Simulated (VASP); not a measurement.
Given:

```xyz
2
Lattice="0.0000 3.1739 3.1739 3.1739 0.0000 3.1739 3.1739 3.1739 0.0000" Properties=species:S:1:pos:R:3 pbc="T T T"
Sn     0.0000     0.0000     0.0000
S      4.7609     4.7609     4.7609
```

Computed with LDA (Ceperley-Alder, Perdew-Zunger), VASP's LDA PAW potentials (set 64) (plane waves; VASP 6.6.1). Settings: 400 eV cut-off, Gaussian smearing of 0.050 eV, potentials Sn_d S.

Give the energies of bands 7 to 13 at the high-symmetry points, in eV from the Fermi level.

```csv
band,Γ,X,U,L,W
7,-4.87,-7.72,-7.65,-7.44,-7.66
8,-2.63,-3.93,-4.46,-3.17,-4.28
9,-2.63,-3.93,-3.71,-3.17,-4.20
10,-2.63,-0.61,-0.47,-2.17,0.12
11,1.70,-0.15,1.19,2.43,1.93
12,1.70,4.73,3.69,2.43,2.00
13,1.70,4.73,3.96,3.28,4.32
```

It has no gap at this level: it comes out as a metal or semimetal.

The structure comes from a computed database's SnS entry (F-43m); how it stands against other phases isn't given here. It was relaxed first, which changed the volume by -8 %.
